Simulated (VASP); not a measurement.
Given:

```
CELL_PARAMETERS angstrom
      1.51588    -2.62558     0.00000
      1.51588     2.62558     0.00000
      0.00000     0.00000     3.23287
ATOMIC_POSITIONS crystal
  Ti 0.00000 0.00000 0.00000
  B  0.33333 0.66667 0.50000
  B  0.66667 0.33333 0.50000
```

Computed with PW91 GGA, VASP's PBE PAW potentials (set 64) (plane waves; VASP). Numerical set-up: 520 eV cut-off, 13×13×11 Γ-centred mesh, tetrahedra with Blöchl corrections, potentials Ti_sv B.

The cores are frozen, which limits the accuracy of field gradients.

### Question
Give the principal components of the electric field gradient (V/Å²) and the asymmetry η at each nucleus.

### Answer

```
atom   Vxx   Vyy   Vzz     η
----  ----  ----  ----  ----
Ti1   -9.1  -9.1  18.2  0.00
B2    -2.4  -2.4   4.9  0.00
B3    -2.4  -2.4   4.9  0.00
```

The compound is TiB2 in the AlB2 type structure. It was relaxed first.
